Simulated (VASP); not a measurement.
Computed with optB88-vdW, VASP's PBE PAW potentials (set 64) (plane waves; VASP).

VASP ran on this input.

**INCAR**
```
EDIFF = 1E-7   # SCF stop (eV)
LWAVE = .FALSE.
ISIF = 2   # forces and stress, cell fixed
LUSE_VDW = .TRUE.
SIGMA = 0.05   # width (eV)
ALGO = Normal   # blocked Davidson
ISMEAR = 0   # Gaussian
ENCUT = 520   # plane-wave cut-off (eV)
LMAXMIX = 4   # l cut-off of mixed one-centre charges
SYSTEM = NaI
GGA = BO
PARAM2 = 0.22
PREC = Accurate
LASPH = .TRUE.   # aspherical one-centre terms
LCHARG = .FALSE.
AGGAC = 0.0
PARAM1 = 0.1833333333
LREAL = .FALSE.
NELM = 100
```

File POSCAR:
```
NaI
1
    0.0000000000     3.1554061438     3.1554061438
    3.1554061438     0.0000000000     3.1554061438
    3.1554061438     3.1554061438     0.0000000000
Na I
1 1
Direct
  0.0000000000   0.0000000000   0.0000000000
  0.5000000000   0.5000000000   0.5000000000
```

KPOINTS:
```
K-points
0
G
  7 7 7
```

POTCAR, in this order: Na_pv I (PBE.64 set). Program: vasp_std.

Unless said otherwise, spin-orbit coupling is left out, though it shifts the bands of the heavy elements here.

Question: Estimate the energy per atom (σ→0), pressure, band gap (on the k-mesh).

Answer: 
| Item | Value |
|---|---|
| energy per atom (σ→0) | -66.4 kJ/mol of atoms |
| band gap (on the k-mesh) | 3.87 eV |
| pressure | 1.21 GPa |

### OSZICAR
```
...
DAV:   6    -0.138336898013E+01    0.65887E-01   -0.98318E-02   512   0.188E+00    0.952E-01
DAV:   7    -0.137493259261E+01    0.84364E-02   -0.71854E-02   506   0.163E+00    0.542E-01
DAV:   8    -0.137689800251E+01   -0.19654E-02   -0.42939E-03   461   0.727E-01    0.148E-01
DAV:   9    -0.137685680793E+01    0.41195E-04   -0.14010E-04   515   0.133E-01    0.373E-02
DAV:  10    -0.137686405499E+01   -0.72471E-05   -0.33681E-05   500   0.677E-02    0.102E-02
DAV:  11    -0.137686376544E+01    0.28955E-06   -0.50212E-06   479   0.240E-02    0.196E-03
DAV:  12    -0.137686381364E+01   -0.48199E-07   -0.45499E-07   488   0.530E-03
   1 F= -.13768638E+01 E0= -.13768638E+01  d E =-.332008E-12
```

The compound is NaI in the rock salt structure. This cell is one point of a volume scan, at 0.94 of the reference volume.
